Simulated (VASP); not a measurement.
The input files of a VASP run:

### POSCAR
```
BiP
1
    3.4159590000     0.0000000000     0.0000000000
    0.0000000000     3.4159590000     0.0000000000
    0.0000000000     0.0000000000     3.4159590000
Bi P
1 1
Direct
  0.0000000000   0.0000000000   0.0000000000
  0.5000000000   0.5000000000   0.5000000000
```

**INCAR**
```
SYSTEM = BiP
PREC = Accurate
ENCUT = 300
EDIFF = 1E-6
NELM = 100
ALGO = Normal
LREAL = .FALSE.
LASPH = .TRUE.
ISMEAR = 0
SIGMA = 0.2
GGA = PE
LMAXMIX = 4
LWAVE = .FALSE.
LCHARG = .FALSE.
ISIF = 2
```

KPOINTS:
```
Automatic mesh
0
Gamma
5 5 5
0 0 0
```

POTCAR, in this order: Bi_d P (PBE.64 set). Program: vasp_std.

**Question.** Write an equivalent input for Ansatz.

**Answer.** One equivalent input (not run):
Ansatz 0.2 input:
```yaml
crystal:
  lattice:
    - [3.4159590, 0.0000000, 0.0000000]
    - [0.0000000, 3.4159590, 0.0000000]
    - [0.0000000, 0.0000000, 3.4159590]
  atoms:
    - { symbol: Bi, position: [0.0000000, 0.0000000, 0.0000000] }
    - { symbol: P, position: [0.5000000, 0.5000000, 0.5000000] }
kpoints:
  mp_grid: { grid: [5, 5, 5] }
hamiltonian:
  xc: pbe
  pseudopotentials: { kind: paw }
scf:
  occupations: { method: gaussian, width: 0.2 }
  max_iter: 100
output: { forces: true, stress: true, eigenvalues: true }
```
Limits of the translation: each code has its own PAW files, so the cut-off isn't converted (ENCUT is set for VASP's; basis.ecutwfc is left out, and Ansatz then takes the one that its files recommend); Ansatz stops its SCF on the density residual and VASP on the energy change (EDIFF).

The structure was generated: BiP was put into an ordered model structure, which need not be its known phase. The cell was not relaxed at this level. The k-mesh is coarse (spacing up to 0.37 per Å, 2π included), so the numbers may not be converged in it.
